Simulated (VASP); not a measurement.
The system is GdO.

```
CELL_PARAMETERS angstrom
0.00000 2.70000 2.70000
2.70000 0.00000 2.70000
2.70000 2.70000 0.00000
ATOMIC_POSITIONS crystal
Gd 0.00000 0.00000 0.00000
O 0.25000 0.25000 0.25000
```

The cell comes from a database or a generator and needn't be the stable form of this composition.

Base run:

- Program: VASP 6.6.1
- Functional: PBEsol
- Potentials or basis: VASP PAW PBE potentials, release 64 (Gd, O)
- Cutoff: 520 eV
- k mesh: 6 × 6 × 6
- Occupations: gaussian, width 0.05 eV
- Spin: collinear spin, ferromagnetic start
- Starting moments: [7.0, 0.0] μB
- Fixed moment: 2 μB
- Hubbard terms: Gd f U = 4 eV

Its results: pressure -3.2 GPa; net moment 2.00 μB per cell; site moments Gd +1.37; O -0.02 μB.

Task: The run is repeated on the same cell with these changes: fixed moment from 2 μB to none; further incar settings from ALGO = Normal; EDIFF = 1e-06; NBANDS = 23 to ALGO = Normal; EDIFF = 1e-07. What comes out?

Result: Pressure -4.0 GPa; net moment 7.86 μB per cell; site moments Gd +7.06; O -0.01 μB.

Caveats: the PAW data sets were made with another functional, which shifts forces and pressure a little; a cell with one magnetic atom can't hold antiferromagnetic order, which such compounds often take; the moment is held away from its start (some runs); the total moment is fixed, so each spin has its own Fermi level (some runs).
